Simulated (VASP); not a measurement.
Output of a VASP run:

### OUTCAR
```
 ion  position               nearest neighbor table
   1  0.750  0.000  0.411-   8 2.91   3 2.92   3 2.92   4 2.92   4 2.92
   2  0.750  0.500  0.411-   8 2.91   3 2.92   3 2.92   4 2.92   4 2.92
   3  0.250  0.250  0.470-   5 2.91   6 2.91   1 2.92   2 2.92   1 2.92   2 2.92
   4  0.250  0.750  0.351-   1 2.92   2 2.92   1 2.92   2 2.92
   5  0.250  0.000  0.589-   3 2.91   8 2.92   8 2.92   7 2.92   7 2.92
   6  0.250  0.500  0.589-   3 2.91   8 2.92   8 2.92   7 2.92   7 2.92
   7  0.750  0.250  0.649-   5 2.92   6 2.92   5 2.92   6 2.92
   8  0.750  0.750  0.530-   1 2.91   2 2.91   5 2.92   6 2.92   5 2.92   6 2.92
  LATTYP: Found a simple orthorhombic cell.
 ALAT       =     2.9463660000
 B/A-ratio  =     3.2175059039
 C/A-ratio  =     4.8329365734
 Subroutine PRICEL returns:
 Original cell was already a primitive cell.
 Subroutine GETGRP returns: Found  8 space group operations
The static configuration has the point symmetry C_1 .
 The point group associated with its full space group is D_2h.
The dynamic configuration has the point symmetry C_1 .
The overall configuration has the point symmetry C_1 .
 Subroutine INISYM returns: Found  8 space group operations
 Subroutine IBZKPT returns following result:
 Found      8 irreducible k-points:

 Following reciprocal coordinates:
            Coordinates               Weight
  0.000000  0.000000  0.000000      1.000000
  0.142857  0.000000  0.000000      2.000000
  0.285714  0.000000  0.000000      2.000000
  0.428571  0.000000  0.000000      2.000000
  0.000000  0.333333  0.000000      2.000000
  0.142857  0.333333  0.000000      4.000000
  0.285714  0.333333  0.000000      4.000000
  0.428571  0.333333  0.000000      4.000000
   k-points           NKPTS =      8   k-points in BZ     NKDIM =      8   number of bands    NBANDS=     58
   number of dos      NEDOS =    301   number of ions     NIONS =      8
   total plane-waves  NPLWV =  77760
   dimension x,y,z NGX =    18 NGY =   54 NGZ =   80
   dimension x,y,z NGXF=    36 NGYF=  108 NGZF=  160
   ions per type =               8
   PREC   = accura    normal or accurate (medium, high low for compatibility)
   ISTART =      0    job   : 0-new  1-cont  2-samecut
   ICHARG =      2    charge: 1-file 2-atom 10-const
   ISPIN  =      2    spin polarized calculation?
   LNONCOLLINEAR =      F non collinear calculations
   LSORBIT =      F    spin-orbit coupling
   INIWAV =      1    electr: 0-lowe 1-rand  2-diag
   ENCUT  =  300.0 eV  22.05 Ry    4.70 a.u.   4.16 13.39 20.11*2*pi/ulx,y,z
   NELM   =    100;   NELMIN=  2; NELMDL= -5     # of ELM steps
   EDIFF  = 0.1E-05   stopping-criterion for ELM
   LREAL  =      F    real-space projection
   NLSPLINE    = F    spline interpolate recip. space projectors
   LMAXMIX     =    4 max onsite mixed and CHGCAR
   VOSKOWN=      0    Vosko Wilk Nusair interpolation
   EDIFFG = 0.1E-04   stopping-criterion for IOM
   NSW    =      0    number of steps for IOM
   NBLOCK =      1;   KBLOCK =      1    inner block; outer block
   IBRION =     -1    ionic relax: 0-MD 1-quasi-New 2-CG
   NFREE  =      0    steps in history (QN), initial steepest desc. (CG)
   ISIF   =      2    stress and relaxation
   ISYM   =      2    0-nonsym 1-usesym 2-fastsym
   TEIN   =    0.0    initial temperature
   TEBEG  =    0.0;   TEEND  =   0.0 temperature during run
   SMASS  =  -3.00    Nose mass-parameter (am)
   PSTRESS=    0.0 pullay stress
   NELECT =      96.0000    total number of electrons
   EFERMI =   0.00;   METHOD = LEGACY
   ISMEAR =     1;   SIGMA  =   0.05  broadening in eV -4-tet -1-fermi 0-gaus
   IALGO  =     38    algorithm
   LDIAG  =      T    sub-space diagonalisation (order eigenvalues)
   IMIX   =      4    mixing-type and parameters
     AMIX     =   0.40;   BMIX     =  1.00
     AMIX_MAG =   1.60;   BMIX_MAG =  1.00
     AMIN     =   0.10
   GGA     = PE    functional components
   VOSKOWN =     0    Vosko Wilk Nusair interpolation
   LHFCALC =     F    Hartree Fock is set to
   LHFONE  =     F    Hartree Fock one center treatment
   AEXX    =    0.0000 exact exchange contribution
   IVDW    =     0    specifies the selected vdW correction
...
```

OSZICAR:
```
...
DAV:  36    -0.550144877767E+02    0.10983E-03   -0.56422E-04  2406   0.829E-02    0.810E-02
DAV:  37    -0.550143472554E+02    0.14052E-03   -0.72562E-04  2520   0.858E-02    0.762E-02
DAV:  38    -0.550144685213E+02   -0.12127E-03   -0.25713E-04  2254   0.796E-02    0.678E-02
DAV:  39    -0.550145344693E+02   -0.65948E-04   -0.15276E-04  2238   0.394E-02    0.684E-02
DAV:  40    -0.550145662320E+02   -0.31763E-04   -0.44676E-05  2368   0.212E-02    0.690E-02
DAV:  41    -0.550145973970E+02   -0.31165E-04   -0.30462E-05  2072   0.179E-02    0.674E-02
DAV:  42    -0.550146330784E+02   -0.35681E-04   -0.41241E-05  2144   0.201E-02    0.656E-02
DAV:  43    -0.550146270202E+02    0.60582E-05   -0.41855E-06  1932   0.133E-02    0.664E-02
DAV:  44    -0.550146314850E+02   -0.44648E-05   -0.10262E-06  1362   0.507E-03    0.656E-02
DAV:  45    -0.550147198278E+02   -0.88343E-04   -0.21306E-04  2208   0.552E-02    0.620E-02
DAV:  46    -0.550148414531E+02   -0.12163E-03   -0.42261E-04  2512   0.710E-02    0.688E-02
DAV:  47    -0.550152803671E+02   -0.43891E-03   -0.22526E-03  2448   0.169E-01    0.103E-01
DAV:  48    -0.550152803007E+02    0.66455E-07   -0.22138E-04  2376   0.765E-02    0.107E-01
DAV:  49    -0.550152527995E+02    0.27501E-04   -0.13078E-05  2034   0.133E-02    0.106E-01
DAV:  50    -0.550152331623E+02    0.19637E-04   -0.19907E-06  1612   0.565E-03    0.106E-01
DAV:  51    -0.550152669478E+02   -0.33785E-04   -0.81389E-06  1952   0.144E-02    0.104E-01
DAV:  52    -0.550150462436E+02    0.22070E-03   -0.26699E-04  2306   0.622E-02    0.876E-02
DAV:  53    -0.550150436924E+02    0.25512E-05   -0.37348E-05  2402   0.269E-02    0.772E-02
DAV:  54    -0.550147555012E+02    0.28819E-03   -0.10975E-03  2388   0.121E-01    0.534E-02
DAV:  55    -0.550144935417E+02    0.26196E-03   -0.20822E-03  2504   0.149E-01    0.466E-02
DAV:  56    -0.550139692674E+02    0.52427E-03   -0.31808E-03  2488   0.186E-01    0.861E-02
DAV:  57    -0.550139351835E+02    0.34084E-04   -0.41348E-04  2600   0.825E-02    0.981E-02
DAV:  58    -0.550139474179E+02   -0.12234E-04   -0.15703E-05  2464   0.189E-02    0.975E-02
DAV:  59    -0.550139106066E+02    0.36811E-04   -0.84580E-06  2008   0.101E-02    0.101E-01
DAV:  60    -0.550138193138E+02    0.91293E-04   -0.35877E-05  2030   0.208E-02    0.109E-01
DAV:  61    -0.550138155919E+02    0.37220E-05   -0.46622E-06  2026   0.839E-03    0.109E-01
DAV:  62    -0.550138409904E+02   -0.25399E-04   -0.27011E-06  1574   0.768E-03    0.107E-01
DAV:  63    -0.550137235851E+02    0.11741E-03   -0.37117E-05  1916   0.243E-02    0.117E-01
DAV:  64    -0.550137222275E+02    0.13576E-05   -0.32534E-06  1828   0.774E-03    0.117E-01
DAV:  65    -0.550137040600E+02    0.18168E-04   -0.11688E-06  1342   0.476E-03    0.119E-01
DAV:  66    -0.550138474600E+02   -0.14340E-03   -0.63978E-05  2010   0.317E-02    0.107E-01
DAV:  67    -0.550138360880E+02    0.11372E-04   -0.47508E-06  1756   0.113E-02    0.107E-01
DAV:  68    -0.550137566343E+02    0.79454E-04   -0.22954E-05  1932   0.179E-02    0.114E-01
DAV:  69    -0.550138054721E+02   -0.48838E-04   -0.68682E-06  1652   0.118E-02    0.110E-01
DAV:  70    -0.550138385372E+02   -0.33065E-04   -0.41178E-06  1702   0.615E-03    0.106E-01
DAV:  71    -0.550136690713E+02    0.16947E-03   -0.81799E-05  2012   0.353E-02    0.120E-01
DAV:  72    -0.550136725891E+02   -0.35178E-05   -0.76526E-06  2010   0.104E-02    0.120E-01
DAV:  73    -0.550136660772E+02    0.65119E-05   -0.37334E-07  1146   0.296E-03    0.121E-01
DAV:  74    -0.550136666942E+02   -0.61698E-06   -0.99509E-08   978   0.173E-03
   1 F= -.55013667E+02 E0= -.55014985E+02  d E =0.395535E-02  mag=     2.4198
```

**OUTCAR**
```
------------------------ aborting loop because EDIFF is reached ----------------------------------------
  FORCE on cell =-STRESS in cart. coord.  units (eV):
  Direction    XX          YY          ZZ          XY          YZ          ZX
  --------------------------------------------------------------------------------------
  Total       -7.4973715     -8.6040540     -7.1637508     -0.0000000      0.0000000      0.0000000
  in kB      -30.2015397    -34.6595708    -28.8576207     -0.0000000      0.0000000      0.0000000
  external PRESSURE =     -31.2395771 kB  Pullay stress =       0.0000000 kB
  volume of cell :      397.73
      direct lattice vectors                 reciprocal lattice vectors
     2.946366000  0.000000000  0.000000000     0.339401147  0.000000000  0.000000000
     0.000000000  9.479950000  0.000000000     0.000000000  0.105485788  0.000000000
     0.000000000  0.000000000 14.239600000     0.000000000  0.000000000  0.070226692
 POSITION                                       TOTAL-FORCE (eV/Angst)
 -----------------------------------------------------------------------------------
      2.20977      0.00000      5.84790         0.000000     -0.343440      0.596507
      2.20977      4.73998      5.84790         0.000000      0.343440      0.596507
      0.73659      2.36999      6.69580         0.000000      0.000000      0.852055
      0.73659      7.10996      4.99999        -0.000000      0.000000      0.684956
      0.73659      0.00000      8.39160         0.000000      0.343440     -0.596507
      0.73659      4.73998      8.39160         0.000000     -0.343440     -0.596507
      2.20977      2.36999      9.23961         0.000000      0.000000     -0.684956
      2.20977      7.10996      7.54370         0.000000      0.000000     -0.852055
 -----------------------------------------------------------------------------------
    total drift:                                0.000000      0.000000     -0.238437
  FREE ENERGIE OF THE ION-ELECTRON SYSTEM (eV)
  ---------------------------------------------------
  free  energy   TOTEN  =       -55.0136666942 eV

  energy  without entropy=      -55.0176220397  energy(sigma->0) =      -55.01498514

 total charge

# of ion       s       p       d       tot
------------------------------------------
    1        2.236   6.068   1.854  10.158
    2        2.236   6.068   1.854  10.158
    3        2.235   6.095   1.847  10.177
    4        2.234   6.040   1.896  10.170
    5        2.236   6.068   1.854  10.158
    6        2.236   6.068   1.854  10.158
    7        2.234   6.040   1.896  10.170
    8        2.235   6.095   1.847  10.177
--------------------------------------------------
tot         17.882  48.543  14.902  81.326

 magnetization (x)

# of ion       s       p       d       tot
------------------------------------------
    1        0.004   0.015   0.263   0.283
    2        0.004   0.015   0.263   0.283
    3       -0.001  -0.004  -0.005  -0.011
    4        0.006   0.013   0.204   0.223
    5        0.004   0.015   0.263   0.283
    6        0.004   0.015   0.263   0.283
    7        0.006   0.013   0.204   0.223
    8       -0.001  -0.004  -0.005  -0.011
--------------------------------------------------
tot          0.027   0.079   1.451   1.557
```
(Selected blocks of OUTCAR.)

POSCAR:
```
Ti
1
    2.9463660000     0.0000000000     0.0000000000
    0.0000000000     9.4799500000     0.0000000000
    0.0000000000     0.0000000000    14.2396000000
Ti
8
Direct
  0.7500000000   0.0000000000   0.4106790000
  0.7500000000   0.5000000000   0.4106790000
  0.2500000000   0.2500000000   0.4702240000
  0.2500000000   0.7500000000   0.3511330000
  0.2500000000   0.0000000000   0.5893140000
  0.2500000000   0.5000000000   0.5893140000
  0.7500000000   0.2500000000   0.6488670000
  0.7500000000   0.7500000000   0.5297690000
```

**Question.** Write an INCAR and KPOINTS that could have produced this output.

**Answer.** Several could match; the one computed here: the input of the run itself, PBE GGA, plane waves, VASP's PBE PAW potentials (set 64).

**KPOINTS**
```
Automatic
0
gamma
7 3 1
```

**INCAR**
```
# general
SYSTEM  = Ti
PREC    = Accurate
ENCUT   = 300
LREAL   = .FALSE.
LASPH   = .TRUE.

# electronic loop
EDIFF   = 1E-6
NELM    = 100
ALGO    = Normal
LMAXMIX = 4

# smearing
ISMEAR  = 1
SIGMA   = 0.05

# functional
GGA     = PE

# spin
ISPIN   = 2
MAGMOM  = 0.25 0.25 0.25 0.25 0.25 0.25 0.25 0.25

# ions
ISIF    = 2

# output
LWAVE   = .FALSE.
LCHARG  = .FALSE.
LORBIT  = 11
```

POTCAR, in this order: Ti_sv (PBE.64 set). Program: vasp_std.

At this cut-off the stress carries a Pulay error, which pulls relaxed volumes low. The cell holds a wide vacuum, so values per volume refer to the whole cell.

The cell is a sheet with vacuum, built from a generated structure.
